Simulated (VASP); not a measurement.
```
CELL_PARAMETERS angstrom
      7.14656     0.00000     0.00000
      0.00000     7.14656     0.00000
      0.00000     0.00000     7.14656
ATOMIC_POSITIONS crystal
  C  0.50000 0.00000 0.00000
  C  0.61957 0.12655 0.12215
  C  0.75000 0.25000 0.00000
  C  0.87500 0.37500 0.12500
  C  0.75000 0.00000 0.25000
  C  0.87500 0.12500 0.37500
  C  0.00000 0.00000 0.00000
  C  0.12121 0.12542 0.12769
  C  0.24706 0.24425 0.00681
  C  0.37883 0.37568 0.12021
  C  0.50351 0.50035 0.00429
  C  0.62804 0.61821 0.12518
  C  0.75000 0.75000 0.00000
  C  0.87500 0.87500 0.12500
  C  0.24490 0.99762 0.24538
  C  0.37977 0.12648 0.37437
  C  0.50284 0.25689 0.25192
  C  0.61825 0.36995 0.37704
  C  0.74306 0.49400 0.25096
  C  0.87500 0.62500 0.37500
  C  0.50331 0.00697 0.49333
  C  0.63193 0.11939 0.62916
  C  0.74404 0.24695 0.49419
  C  0.87500 0.37500 0.62500
  C  0.75000 0.00000 0.75000
  C  0.87500 0.12500 0.87500
  C  0.00000 0.50000 0.00000
  C  0.12385 0.61821 0.12324
  C  0.25000 0.75000 0.00000
  C  0.37500 0.87500 0.12500
  C  0.00105 0.24619 0.25017
  C  0.12594 0.37515 0.37509
  C  0.24943 0.50061 0.25107
  C  0.36849 0.62077 0.37168
  C  0.50209 0.75670 0.25303
  C  0.62500 0.87500 0.37500
  C  0.00000 0.00000 0.50000
  C  0.11979 0.13041 0.61950
  C  0.24331 0.24455 0.49643
  C  0.37997 0.36814 0.61974
  C  0.49707 0.50056 0.49459
  C  0.62900 0.62082 0.62419
  C  0.75000 0.75000 0.50000
  C  0.87500 0.87500 0.62500
  C  0.25000 0.00000 0.75000
  C  0.37500 0.12500 0.87500
  C  0.50564 0.25027 0.75613
  C  0.62500 0.37500 0.87500
  C  0.75000 0.50000 0.75000
  C  0.87500 0.62500 0.87500
  C  0.00000 0.75000 0.25000
  C  0.12500 0.87500 0.37500
  C  0.99934 0.49491 0.49368
  C  0.11823 0.63087 0.62143
  C  0.24605 0.74825 0.49908
  C  0.37500 0.87500 0.62500
  C  0.00000 0.25000 0.75000
  C  0.12500 0.37500 0.87500
  C  0.24367 0.49710 0.74365
  C  0.37500 0.62500 0.87500
  C  0.50000 0.75000 0.75000
  C  0.62500 0.87500 0.87500
  C  0.00000 0.75000 0.75000
  C  0.12500 0.87500 0.87500
  B  0.37195 0.37247 0.37873
```

Calculation: PBE GGA, VASP's PBE PAW potentials (set 64) (plane waves; VASP). Numerical set-up: PREC = Normal, LREAL = Auto, ISYM = 0, EDIFF = 1E-5, 400 eV cut-off, 1×1×1 Γ-centred mesh, Gaussian smearing of 0.050 eV, potentials C B. Starting moments (MAGMOM): 65*0.0154. The cell's moment is fixed (NUPDOWN = 1).

The supercell is sampled at Γ alone, which is coarse: total energies, pressure and levels can be off, energies of defects by several tenths of an eV.

Problem. The ions are relaxed. Predict the relaxed structure.

Solution. 
```
CELL_PARAMETERS angstrom
      7.14656     0.00000     0.00000
      0.00000     7.14656     0.00000
      0.00000     0.00000     7.14656
ATOMIC_POSITIONS crystal
  C  0.50193 0.99963 0.00090
  C  0.62655 0.12516 0.12412
  C  0.75021 0.25080 0.99792
  C  0.87056 0.37590 0.11843
  C  0.75176 0.00114 0.24943
  C  0.87678 0.12743 0.37375
  C  0.00217 0.00098 0.99960
  C  0.12631 0.12764 0.12552
  C  0.25114 0.25050 0.99908
  C  0.37465 0.37746 0.12044
  C  0.50193 0.50043 0.99717
  C  0.62518 0.62602 0.12288
  C  0.75126 0.75068 0.99824
  C  0.87562 0.87757 0.12354
  C  0.25168 0.99933 0.25199
  C  0.38617 0.11060 0.38095
  C  0.49927 0.25105 0.25176
  C  0.62559 0.37513 0.37384
  C  0.74871 0.50142 0.24746
  C  0.87063 0.63038 0.37303
  C  0.50903 0.99168 0.50117
  C  0.63044 0.12277 0.62613
  C  0.75202 0.24993 0.49897
  C  0.87683 0.37511 0.62147
  C  0.75385 0.99901 0.74991
  C  0.87699 0.12578 0.87432
  C  0.99915 0.50217 0.99502
  C  0.12294 0.63468 0.11426
  C  0.25079 0.75281 0.99610
  C  0.37622 0.87568 0.12440
  C  0.99221 0.25457 0.24115
  C  0.09039 0.40607 0.34268
  C  0.24517 0.51469 0.23425
  C  0.37466 0.62843 0.37150
  C  0.50192 0.75171 0.24849
  C  0.62921 0.87313 0.37434
  C  0.00231 0.00023 0.49944
  C  0.12649 0.11463 0.63435
  C  0.28029 0.20838 0.54072
  C  0.38624 0.36801 0.63829
  C  0.49934 0.49718 0.49791
  C  0.62662 0.62482 0.62379
  C  0.75029 0.75098 0.49812
  C  0.87705 0.87462 0.62314
  C  0.25084 0.99336 0.75558
  C  0.37781 0.12328 0.87755
  C  0.50905 0.24778 0.75721
  C  0.62922 0.37460 0.87574
  C  0.75182 0.49947 0.74775
  C  0.87565 0.62542 0.87131
  C  0.99914 0.75389 0.24679
  C  0.12567 0.87559 0.37411
  C  0.99233 0.50757 0.49429
  C  0.12639 0.62333 0.62125
  C  0.25118 0.74981 0.49844
  C  0.37781 0.87136 0.62567
  C  0.00232 0.24948 0.74875
  C  0.12570 0.37486 0.87331
  C  0.25174 0.49694 0.74955
  C  0.37627 0.62453 0.87322
  C  0.50200 0.74804 0.74933
  C  0.62658 0.87463 0.87434
  C  0.00225 0.74930 0.74787
  C  0.12710 0.87352 0.87539
  B  0.26171 0.34162 0.40673
``` The cell ends with 1.00 μB, on the first 30 sites 0.00 0.03 0.00 0.00 0.00 0.00 0.00 0.01 0.00 0.01 0.01 0.01 0.00 0.00 0.00 0.01 0.00 0.01 0.00 0.00 0.01 0.01 0.00 0.00 0.00 0.00 0.00 0.04 0.00 0.00 μB.

Problem. How much energy does the relaxation gain?

Solution. The energy (σ→0) changes by -138.9 meV/atom, in 48 ionic steps.

The cell is a supercell with a defect, built from C (diamond): B_i.
